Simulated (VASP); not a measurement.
The input files of a VASP run:

KPOINTS:
```
Automatic mesh
0
Gamma
6 6 6
0 0 0
```

**POSCAR**
```
CuI
1
    0.0000000000     3.0250000000     3.0250000000
    3.0250000000     0.0000000000     3.0250000000
    3.0250000000     3.0250000000     0.0000000000
Cu I
1 1
Direct
  0.0000000000   0.0000000000   0.0000000000
  0.2500000000   0.2500000000   0.2500000000
```

INCAR:
```
SYSTEM = CuI
PREC = Accurate
ENCUT = 400
EDIFF = 1E-6
NELM = 100
ALGO = Normal
LREAL = .FALSE.
LASPH = .TRUE.
ISMEAR = 0
SIGMA = 0.05
GGA = PE
LMAXMIX = 4
LWAVE = .FALSE.
LCHARG = .FALSE.
ISIF = 2
ISPIN = 2
MAGMOM = 1.0 1.0 1.0
```

POTCAR, in this order: Cu I (PBE.64 set). Program: vasp_std.

**Question.** One choice in this input is risky. Which, and does it do harm here?

**Answer.** The risk: MAGMOM holds more values than there are atoms. Here it does no harm: the run (PBE GGA, plane waves, VASP's PBE PAW potentials (set 64)) converges to the same energy and pressure as with the safe setting.
**OSZICAR**
```
       N       E                     dE             d eps       ncg     rms          rms(c)
DAV:   1     0.962756263446E+02    0.96276E+02   -0.67984E+03   896   0.112E+03
DAV:   2     0.928657661183E+00   -0.95347E+02   -0.88352E+02   902   0.228E+02
DAV:   3    -0.522953457116E+01   -0.61582E+01   -0.60628E+01  1226   0.667E+01
DAV:   4    -0.543101151033E+01   -0.20148E+00   -0.20141E+00  1168   0.112E+01
DAV:   5    -0.543450376523E+01   -0.34923E-02   -0.34922E-02  1270   0.144E+00    0.882E+00
DAV:   6    -0.568389552956E+01   -0.24939E+00   -0.33692E+00   986   0.503E+01    0.396E+00
DAV:   7    -0.555853764126E+01    0.12536E+00   -0.85041E-01  1028   0.318E+01    0.161E+00
DAV:   8    -0.555839205046E+01    0.14559E-03   -0.27130E-02  1130   0.149E+00    0.825E-01
DAV:   9    -0.555870956717E+01   -0.31752E-03   -0.26381E-03  1312   0.946E-01    0.213E-01
DAV:  10    -0.555875124393E+01   -0.41677E-04   -0.24102E-04  1328   0.188E-01    0.848E-02
DAV:  11    -0.555883050089E+01   -0.79257E-04   -0.66847E-05  1046   0.169E-01    0.334E-02
DAV:  12    -0.555884504498E+01   -0.14544E-04   -0.22442E-05  1070   0.932E-02    0.825E-03
DAV:  13    -0.555884839610E+01   -0.33511E-05   -0.35900E-06   994   0.200E-02    0.532E-03
DAV:  14    -0.555884969826E+01   -0.13022E-05   -0.15903E-06   888   0.268E-02    0.304E-03
DAV:  15    -0.555884984069E+01   -0.14243E-06   -0.40750E-07   646   0.134E-02
   1 F= -.55588498E+01 E0= -.55588498E+01  d E =-.120973E-14  mag=    -0.0000
```

The compound is CuI in the zinc blende structure. The cell was not relaxed at this level.
